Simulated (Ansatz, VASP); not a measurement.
**ZnS in two plane-wave programs**

Aim: how closely do two programs agree when they are given the same cell, functional and k mesh? The cell is taken from a series of runs on this material, whose earlier steps may have relaxed, scaled, displaced or heated it; both programs get it as it stands.

Main program and level: Ansatz 0.2.0; plane waves, with VASP 6.6.1 beside it; zone-centre phonons at PBE.

## Step 1: Starting point

It takes space group F-43m (No. 216, cubic). The conventional cell has a = 5.444 Å, b = 5.444 Å, c = 5.444 Å, α = 90.00°, β = 90.00°, γ = 90.00°. Nearest to S lie 4 Zn at 2.36 Å. Zn has 4 S at 2.36 Å nearest. Farther neighbours and most contacts between anions are not listed.

Structure file:

```xyz
2
Lattice="0.0000 2.7218 2.7218 2.7218 0.0000 2.7218 2.7218 2.7218 0.0000" Properties=species:S:1:pos:R:3 pbc="T T T"
S     0.0000    0.0000    0.0000
Zn    4.0827    4.0827    4.0827
```

## Step 2: VASP: zone-centre phonons, PBE

Second derivatives magnify differences that forces hide, and they need a tight electronic threshold.

Lines of VASP's logs that name or quote its potential files are left out, and so is its time.

INCAR

```
SYSTEM = ZnS
PREC = Accurate
ENCUT = 500
EDIFF = 1E-08
NELM = 120
ISMEAR = 0
SIGMA = 0.01
LREAL = .FALSE.
ALGO = Normal
GGA = PE
NBANDS = 15
LORBIT = 11
LWAVE = .FALSE.
LCHARG = .FALSE.
ISIF = 2
IBRION = 8
LEPSILON = .TRUE.
LASPH = .TRUE.
GGA_COMPAT = .FALSE.
EFERMI = MIDGAP
```

POSCAR

```
ZnS
1.0
    0.0000000000      2.7218308454      2.7218308454
    2.7218308454      0.0000000000      2.7218308454
    2.7218308454      2.7218308454      0.0000000000
S Zn
1 1
Direct
    0.0000000000      0.0000000000      0.0000000000
    0.7500000000      0.7500000000      0.7500000000
```

KPOINTS

```
Automatic mesh
0
Gamma
12 12 12
0 0 0
```

The projector-augmented-wave data sets are S and Zn (PBE family, release 64).

Started as:

```bash
export OMP_NUM_THREADS=4
mpirun -np 1 vasp_std
```

Numbers of over 12 decimals in the logs are rounded to 6 here.

The program printed:

```text
[banner, memory and clock lines left out]
running    1 mpi-ranks, on    1 nodes
 distrk:  each k-point on    1 cores,    1 groups
 distr:  one band on    1 cores,    1 groups
 Offloading initialized ...    1 GPUs detected
 POSCAR found type information on POSCAR S Zn
 POSCAR found :  2 types and       2 ions
 LDA part: xc-table for (Slater+PW92), standard interpolation
 POSCAR, INCAR and KPOINTS ok, starting setup
 FFT: planning ... GRIDC
 FFT: planning ... GRID_SOFT
 FFT: planning ... GRID
 WAVECAR not read
 entering main loop
       N       E                     dE             d eps       ncg     rms          rms(c)
DAV:   1     0.814581748781E+02    0.81458E+02   -0.84545E+03  2160   0.137E+03
DAV:   2    -0.189221027183E+01   -0.83350E+02   -0.77927E+02  2447   0.262E+02
DAV:   3    -0.722158494449E+01   -0.53294E+01   -0.52995E+01  2692   0.633E+01
DAV:   4    -0.727871949600E+01   -0.57135E-01   -0.57111E-01  2608   0.686E+00
DAV:   5    -0.727937296331E+01   -0.65347E-03   -0.65340E-03  2755   0.711E-01    0.659E+00
DAV:   6    -0.687118976586E+01    0.40818E+00   -0.78699E-01  3260   0.316E+01    0.515E+00
DAV:   7    -0.685257874732E+01    0.18611E-01   -0.26113E-01  2454   0.473E+00    0.266E+00
DAV:   8    -0.685193854129E+01    0.64021E-03   -0.51631E-03  2587   0.781E-01    0.714E-01
DAV:   9    -0.685222433287E+01   -0.28579E-03   -0.11950E-03  2580   0.289E-01    0.989E-02
DAV:  10    -0.685239261417E+01   -0.16828E-03   -0.18896E-04  2448   0.144E-01    0.502E-02
DAV:  11    -0.685239083345E+01    0.17807E-05   -0.32767E-05  2783   0.928E-02    0.597E-03
DAV:  12    -0.685239178143E+01   -0.94798E-06   -0.36276E-06  2796   0.228E-02    0.390E-03
DAV:  13    -0.685239179963E+01   -0.18203E-07   -0.67991E-07  2434   0.997E-03    0.206E-03
DAV:  14    -0.685239178133E+01    0.18303E-07   -0.80484E-08  2818   0.235E-03    0.105E-03
DAV:  15    -0.685239179639E+01   -0.15065E-07   -0.23044E-09  1577   0.817E-04    0.377E-04
DAV:  16    -0.685239180565E+01   -0.92521E-08   -0.24442E-09  1367   0.104E-03
   1 F= -.68523918E+01 E0= -.68523918E+01  d E =0.000000E+00
 Linear response reoptimize wavefunctions to high precision
DAV:   1    -0.685239180563E+01    0.18531E-10   -0.12588E-09  1843   0.289E-04
DAV:   2    -0.685239180564E+01   -0.81855E-11   -0.81041E-11  1192   0.770E-05
 Linear response G [H, r] |phi>, progress :
  Direction:   1
       N       E                     dE             d eps       ncg     rms
RMM:   1    -0.507868010301E+02   -0.50787E+02    0.10750E+02  3672   0.687E+01
RMM:   2    -0.504648467848E+02    0.32195E+00   -0.93985E+00  3766   0.244E+01
RMM:   3    -0.506350722035E+02   -0.17023E+00   -0.55334E-01  4081   0.562E+00
RMM:   4    -0.506428640673E+02   -0.77919E-02   -0.18592E-02  4145   0.111E+00
RMM:   5    -0.506431058086E+02   -0.24174E-03   -0.13011E-04  4238   0.255E-01
RMM:   6    -0.506432796054E+02   -0.17380E-03   -0.22769E-04  4287   0.667E-02
RMM:   7    -0.506432662114E+02    0.13394E-04    0.30493E-05  4331   0.194E-02
RMM:   8    -0.506432749430E+02   -0.87316E-05   -0.41279E-05  4324   0.643E-03
RMM:   9    -0.506432754063E+02   -0.46329E-06   -0.60513E-05  4060   0.249E-03
RMM:  10    -0.506432721135E+02    0.32927E-05   -0.27341E-05  3294   0.137E-03
RMM:  11    -0.506432713471E+02    0.76646E-06   -0.62187E-05  2872   0.942E-04
RMM:  12    -0.506432712566E+02    0.90467E-07   -0.35437E-05  2528   0.864E-04
RMM:  13    -0.506432711846E+02    0.71977E-07   -0.71284E-05  2320   0.794E-04
RMM:  14    -0.506432707361E+02    0.44857E-06   -0.30159E-05  2145   0.808E-04
RMM:  15    -0.506432684037E+02    0.23324E-05   -0.35135E-05  1982   0.809E-04
 Linear response G [H, r] |phi>, progress :
  Direction:   2
       N       E                     dE             d eps       ncg     rms
RMM:   1    -0.519454218754E+02   -0.51945E+02    0.79601E+01  3670   0.670E+01
RMM:   2    -0.522037749087E+02   -0.25835E+00   -0.82367E+00  3726   0.231E+01
RMM:   3    -0.523393793585E+02   -0.13560E+00   -0.46109E-01  4041   0.511E+00
RMM:   4    -0.523453035175E+02   -0.59242E-02   -0.15381E-02  4172   0.102E+00
RMM:   5    -0.523455491358E+02   -0.24562E-03   -0.25907E-04  4218   0.241E-01
RMM:   6    -0.523456934719E+02   -0.14434E-03   -0.15203E-04  4268   0.623E-02
RMM:   7    -0.523456785840E+02    0.14888E-04    0.92591E-05  4293   0.180E-02
RMM:   8    -0.523456875887E+02   -0.90048E-05    0.17066E-05  4314   0.620E-03
RMM:   9    -0.523456856187E+02    0.19700E-05    0.72720E-05  4018   0.240E-03
RMM:  10    -0.523456877636E+02   -0.21449E-05    0.94015E-05  3289   0.132E-03
RMM:  11    -0.523456892566E+02   -0.14930E-05    0.10156E-04  2830   0.888E-04
RMM:  12    -0.523456891205E+02    0.13611E-06    0.75524E-05  2487   0.766E-04
RMM:  13    -0.523456892948E+02   -0.17435E-06    0.89387E-05  2320   0.730E-04
RMM:  14    -0.523456890011E+02    0.29375E-06    0.94658E-05  2181   0.718E-04
[...]
RMM:   4    -0.673283080707E+00   -0.76772E-05   -0.34123E-05  3979   0.291E-02
RMM:   5    -0.673283273784E+00   -0.19308E-06   -0.43143E-06  3989   0.752E-03
RMM:   6    -0.673283339895E+00   -0.66111E-07   -0.70252E-07  3990   0.228E-03
RMM:   7    -0.673283347952E+00   -0.80566E-08   -0.13215E-07  3629   0.782E-04
RMM:   8    -0.673283347857E+00    0.94585E-10   -0.12473E-08  2567   0.303E-04
[...]
RMM:  10    -0.595421509621E+00   -0.77985E-05   -0.49341E-08 15900   0.522E-04    0.248E-04
RMM:  11    -0.595418641754E+00    0.28679E-05   -0.38506E-09 14394   0.365E-04    0.232E-05
RMM:  12    -0.595418243633E+00    0.39812E-06    0.78663E-09 11139   0.769E-05    0.125E-05
RMM:  13    -0.595418335039E+00   -0.91406E-07    0.35894E-09  7433   0.402E-05    0.200E-06
 change of polarisation eV/A/(eV/A) component  1 :     1.098     0.207     0.128
 dielectric tensor                  component  1 :     5.928     0.929     0.576
 Linear response to external field, progress :
  Direction:   2
       N       E                     dE             d eps       ncg     rms          rms(c)
RMM:   1    -0.560548426959E+00   -0.56055E+00   -0.21789E+00 11438   0.368E+00
RMM:   2    -0.591567639149E+00   -0.31019E-01   -0.14933E-02 15197   0.821E-01    0.148E+00
RMM:   3    -0.561602079474E+00    0.29966E-01   -0.28261E-02 14690   0.873E-01    0.796E-01
RMM:   4    -0.577787710880E+00   -0.16186E-01   -0.19319E-02 15006   0.748E-01    0.223E-01
RMM:   5    -0.593746866068E+00   -0.15959E-01   -0.12738E-03 14511   0.225E-01    0.544E-02
RMM:   6    -0.594035478591E+00   -0.28861E-03   -0.17811E-04 15348   0.727E-02    0.264E-02
RMM:   7    -0.595362831325E+00   -0.13274E-02   -0.40172E-05 14714   0.323E-02    0.325E-03
RMM:   8    -0.595429172947E+00   -0.66342E-04   -0.26233E-06 15593   0.685E-03    0.181E-03
RMM:   9    -0.595413457723E+00    0.15715E-04   -0.84715E-07 15376   0.243E-03    0.593E-04
RMM:  10    -0.595421237456E+00   -0.77797E-05   -0.13258E-07 15906   0.523E-04    0.248E-04
RMM:  11    -0.595418350653E+00    0.28868E-05   -0.54578E-08 14392   0.366E-04    0.236E-05
RMM:  12    -0.595417955812E+00    0.39484E-06   -0.10724E-08 11130   0.771E-05    0.125E-05
RMM:  13    -0.595418046766E+00   -0.90954E-07   -0.15287E-08  7433   0.403E-05    0.206E-06
 change of polarisation eV/A/(eV/A) component  2 :     0.173     1.098     0.110
 dielectric tensor                  component  2 :     0.774     5.928     0.494
 Linear response to external field, progress :
  Direction:   3
       N       E                     dE             d eps       ncg     rms          rms(c)
RMM:   1    -0.560558372366E+00   -0.56056E+00   -0.21790E+00 11435   0.368E+00
RMM:   2    -0.591564343010E+00   -0.31006E-01   -0.14937E-02 15188   0.822E-01    0.148E+00
RMM:   3    -0.561600425647E+00    0.29964E-01   -0.28251E-02 14690   0.873E-01    0.796E-01
RMM:   4    -0.577789181450E+00   -0.16189E-01   -0.19331E-02 15004   0.748E-01    0.223E-01
RMM:   5    -0.593739708182E+00   -0.15951E-01   -0.12736E-03 14508   0.225E-01    0.543E-02
RMM:   6    -0.594040310143E+00   -0.30060E-03   -0.17627E-04 15353   0.727E-02    0.264E-02
RMM:   7    -0.595363218393E+00   -0.13229E-02   -0.40154E-05 14715   0.323E-02    0.325E-03
RMM:   8    -0.595428969046E+00   -0.65751E-04   -0.26247E-06 15589   0.683E-03    0.181E-03
RMM:   9    -0.595413430043E+00    0.15539E-04   -0.82689E-07 15391   0.242E-03    0.593E-04
RMM:  10    -0.595421231933E+00   -0.78019E-05   -0.12078E-07 15892   0.522E-04    0.248E-04
RMM:  11    -0.595418346370E+00    0.28856E-05   -0.28266E-08 14404   0.365E-04    0.234E-05
RMM:  12    -0.595417946068E+00    0.40030E-06    0.32657E-08 11138   0.769E-05    0.125E-05
RMM:  13    -0.595418037551E+00   -0.91483E-07    0.81699E-10  7418   0.402E-05    0.203E-06
 change of polarisation eV/A/(eV/A) component  3 :     0.143     0.193     1.098
 dielectric tensor                  component  3 :     0.640     0.866     5.928
 Linear response DOF=            2
 Linear response progress:
  Degree of freedom:   1/  2
       N       E                     dE             d eps       ncg     rms          rms(c)
RMM:   1    -0.107047912661E+00   -0.10705E+00    0.50303E-02 20931   0.219E+00
RMM:   2    -0.104805007982E+00    0.22429E-02   -0.46979E-03 13601   0.621E-01    0.159E-01
RMM:   3    -0.105261216710E+00   -0.45621E-03   -0.27765E-04 14493   0.132E-01    0.795E-02
RMM:   4    -0.105762711301E+00   -0.50149E-03   -0.45270E-05 14766   0.493E-02    0.160E-02
RMM:   5    -0.105810537266E+00   -0.47826E-04   -0.20033E-06 15230   0.136E-02    0.952E-03
RMM:   6    -0.105797415453E+00    0.13122E-04    0.24578E-07 14978   0.375E-03    0.505E-03
RMM:   7    -0.105801291034E+00   -0.38756E-05   -0.13062E-07 14281   0.150E-03    0.339E-04
RMM:   8    -0.105800600253E+00    0.69078E-06    0.11860E-08 15432   0.362E-04    0.678E-05
RMM:   9    -0.105799980966E+00    0.61929E-06    0.61896E-09 14736   0.148E-04    0.578E-05
RMM:  10    -0.105800281555E+00   -0.30059E-06    0.53680E-09 15533   0.486E-05    0.134E-05
RMM:  11    -0.105800356734E+00   -0.75178E-07    0.27033E-09 15490   0.202E-05    0.824E-06
RMM:  12    -0.105800349146E+00    0.75871E-08    0.95432E-09 14205   0.636E-06    0.730E-07
 first order change of Fermi-energy   0.30557E+00
 force on displaced ion       1 direction 1 :  -5.387   0.000   0.000
 Born effective charge ion    1 direction 1 :  -2.035   0.000   0.000
 Linear response progress:
  Degree of freedom:   2/  2
       N       E                     dE             d eps       ncg     rms          rms(c)
RMM:   1    -0.211506102485E+00   -0.21151E+00   -0.10607E-02 11843   0.204E+00
RMM:   2    -0.209771332731E+00    0.17348E-02   -0.27235E-03 13478   0.406E-01    0.109E-01
RMM:   3    -0.209478255650E+00    0.29308E-03   -0.49312E-05 15830   0.601E-02    0.647E-02
RMM:   4    -0.209064455808E+00    0.41380E-03   -0.12405E-05 15471   0.293E-02    0.287E-03
RMM:   5    -0.209051247827E+00    0.13208E-04    0.14289E-07 16412   0.396E-03    0.162E-03
RMM:   6    -0.209051210035E+00    0.37791E-07   -0.14302E-07 15729   0.237E-03    0.357E-04
RMM:   7    -0.209051067244E+00    0.14279E-06    0.41464E-08 16644   0.411E-04    0.112E-04
RMM:   8    -0.209050728899E+00    0.33834E-06    0.17917E-09 16049   0.253E-04    0.420E-05
RMM:   9    -0.209050613217E+00    0.11568E-06    0.34883E-09 16564   0.727E-05    0.643E-06
RMM:  10    -0.209050659573E+00   -0.46356E-07    0.18415E-10 16765   0.189E-05    0.379E-06
RMM:  11    -0.209050677095E+00   -0.17522E-07   -0.40457E-10 15839   0.112E-05    0.664E-07
RMM:  12    -0.209050676697E+00    0.39816E-09   -0.63537E-11 10859   0.489E-06    0.303E-07
 first order change of Fermi-energy  -0.30533E+00
 force on displaced ion       2 direction 1 :  -5.308  -0.000  -0.000
 Born effective charge ion    2 direction 1 :   2.035   0.000   0.000
 Born effective charges drift removed
 Linear response finished
```

From OUTCAR (step 2):

```text
ion  position               nearest neighbor table
   1  0.000  0.000  0.000-   2 2.36   2 2.36   2 2.36   2 2.36
   2  0.750  0.750  0.750-   1 2.36   1 2.36   1 2.36   1 2.36

  LATTYP: Found a face centered cubic cell.
 ALAT       =     5.4436616908

 Subroutine GETGRP returns: Found 24 space group operations
 (whereof 24 operations were pure point group operations)

The static configuration has the point symmetry T_d .

 Found     72 irreducible k-points:

   k-points           NKPTS =     72   k-points in BZ     NKDIM =     72   number of bands    NBANDS=     15

   dimension x,y,z NGX =    28 NGY =   28 NGZ =   28
   dimension x,y,z NGXF=    56 NGYF=   56 NGZF=   56

   ENCUT  =  500.0 eV  36.75 Ry    6.06 a.u.   7.02  7.02  7.02*2*pi/ulx,y,z

   NELECT =      18.0000    total number of electrons

 k-points in reciprocal lattice and weights: Automatic mesh
   0.00000000  0.00000000  0.00000000       0.001
   0.08333333  0.00000000  0.00000000       0.005
   0.16666667  0.00000000  0.00000000       0.005
   0.25000000  0.00000000  0.00000000       0.005
   0.33333333  0.00000000  0.00000000       0.005
   0.41666667  0.00000000  0.00000000       0.005
   0.50000000  0.00000000  0.00000000       0.002
   0.08333333  0.08333333  0.00000000       0.003
   0.16666667  0.08333333  0.00000000       0.014
[...]
-0.33333333  0.50000000  0.16666667       0.007
  -0.25000000  0.50000000  0.25000000       0.003

 average (electrostatic) potential at core
       1 -88.7319       2 -36.4079

  Total        0.0340003      0.0340003      0.0340003     -0.0000000     -0.0000000     -0.0000000
  in kB        1.3507640      1.3507640      1.3507640     -0.0000000     -0.0000000     -0.0000000
  external PRESSURE =       1.3507640 kB  Pullay stress =       0.0000000 kB

  energy-cutoff  :      500.00
  volume of cell :       40.33
      direct lattice vectors                 reciprocal lattice vectors
     0.000000000  2.721830845  2.721830845    -0.183699880  0.183699880  0.183699880
     2.721830845  0.000000000  2.721830845     0.183699880 -0.183699880  0.183699880
     2.721830845  2.721830845  0.000000000     0.183699880  0.183699880 -0.183699880

 POSITION                                       TOTAL-FORCE (eV/Angst)
 -----------------------------------------------------------------------------------
      0.00000      0.00000      0.00000        -0.000000     -0.000000     -0.000000
      4.08275      4.08275      4.08275         0.000000      0.000000      0.000000
 -----------------------------------------------------------------------------------
    total drift:                                0.000000      0.000000      0.000000

 MACROSCOPIC STATIC DIELECTRIC TENSOR (including local field effects in DFT)
 ------------------------------------------------------
           5.928157    -0.000000    -0.000000
          -0.000000     5.928157    -0.000000
           0.000000     0.000000     5.928157
 ------------------------------------------------------

 PIEZOELECTRIC TENSOR (including local field effects)  for field in x, y, z        (C/m^2)
          XX          YY          ZZ          XY          YZ          ZX
  --------------------------------------------------------------------------------
  x    -0.00000    -0.00000    -0.00000     0.00000    -0.68488    -0.00000
  y     0.00000    -0.00000     0.00000     0.00000     0.00000    -0.68488
  z    -0.00000     0.00000    -0.00000    -0.68488     0.00000     0.00000

 BORN EFFECTIVE CHARGES (including local field effects) (in |e|, cummulative output)
 ---------------------------------------------------------------------------------
 ion    1
    1    -2.03490     0.00000     0.00000
    2     0.00000    -2.03490     0.00000
    3    -0.00000     0.00000    -2.03490
 ion    2
    1     2.03490    -0.00000    -0.00000
    2    -0.00000     2.03490    -0.00000
    3     0.00000    -0.00000     2.03490

 Eigenvectors and eigenvalues of the dynamical matrix
 ----------------------------------------------------

   1 f  =    7.803860 THz    49.033097 2PiTHz  260.308741 cm-1    32.274156 meV
             X         Y         Z           dx          dy          dz
      0.000000  0.000000  0.000000     0.000000    0.821124    0.000000
      4.082746  4.082746  4.082746     0.000000   -0.570751    0.000000

   2 f  =    7.803860 THz    49.033097 2PiTHz  260.308741 cm-1    32.274156 meV
             X         Y         Z           dx          dy          dz
      0.000000  0.000000  0.000000     0.821124    0.000000   -0.000000
      4.082746  4.082746  4.082746    -0.570751   -0.000000   -0.000000

   3 f  =    7.803860 THz    49.033097 2PiTHz  260.308741 cm-1    32.274156 meV
             X         Y         Z           dx          dy          dz
      0.000000  0.000000  0.000000     0.000000    0.000000    0.821124
      4.082746  4.082746  4.082746     0.000000   -0.000000   -0.570751

   4 f/i=    0.027227 THz     0.171070 2PiTHz    0.908180 cm-1     0.112600 meV
             X         Y         Z           dx          dy          dz
      0.000000  0.000000  0.000000    -0.570751   -0.000000    0.000000
      4.082746  4.082746  4.082746    -0.821124    0.000000    0.000000

   5 f/i=    0.027227 THz     0.171070 2PiTHz    0.908180 cm-1     0.112600 meV
             X         Y         Z           dx          dy          dz
      0.000000  0.000000  0.000000    -0.000000   -0.570751   -0.000000
      4.082746  4.082746  4.082746    -0.000000   -0.821124   -0.000000

   6 f/i=    0.027227 THz     0.171070 2PiTHz    0.908180 cm-1     0.112600 meV
             X         Y         Z           dx          dy          dz
      0.000000  0.000000  0.000000    -0.000000   -0.000000   -0.570751
      4.082746  4.082746  4.082746    -0.000000    0.000000   -0.821124

 MACROSCOPIC STATIC DIELECTRIC TENSOR IONIC CONTRIBUTION
 ------------------------------------------------------
           3.474329    -0.000000     0.000000
          -0.000000     3.474329    -0.000000
           0.000000    -0.000000     3.474329
 ------------------------------------------------------

 ELASTIC MODULI CONTR FROM IONIC RELAXATION (kBar)
 Direction    XX          YY          ZZ          XY          YZ          ZX
 --------------------------------------------------------------------------------
 XX          -0.0000     -0.0000      0.0000     -0.0000     -0.0000      0.0000
 YY          -0.0000     -0.0000     -0.0000      0.0000      0.0000      0.0000
 ZZ           0.0000     -0.0000     -0.0000      0.0000      0.0000      0.0000
 XY          -0.0000      0.0000      0.0000   -170.0228     -0.0000      0.0000
 YZ          -0.0000      0.0000      0.0000     -0.0000   -170.0228      0.0000
 ZX           0.0000      0.0000      0.0000      0.0000      0.0000   -170.0228
 --------------------------------------------------------------------------------

 PIEZOELECTRIC TENSOR IONIC CONTR  for field in x, y, z        (C/m^2)
          XX          YY          ZZ          XY          YZ          ZX
  --------------------------------------------------------------------------------
  x     0.00000    -0.00000    -0.00000     0.00000     0.72320    -0.00000
  y    -0.00000    -0.00000    -0.00000    -0.00000    -0.00000     0.72320
  z     0.00000    -0.00000    -0.00000     0.72320     0.00000    -0.00000
```

Energies printed during the response cycles are not total energies of the cell. The dielectric response converges more slowly with the mesh than energies do, so tensor and charges may still move on a finer one.

(Part 1 of 2 ends here.)

[Lines on the potential files, build, host, timing and source positions are cut from VASP's logs without a mark.]

[Logs are printed without paths, hosts, clocks, repeated set-up lines and the standing remarks that a program may print on its own settings, such as how far it seeks lower states.]

[Hosts, paths, dates, database ids (printed as entryN), source tags and the programs' standing remarks are cut or masked in the printed files.]
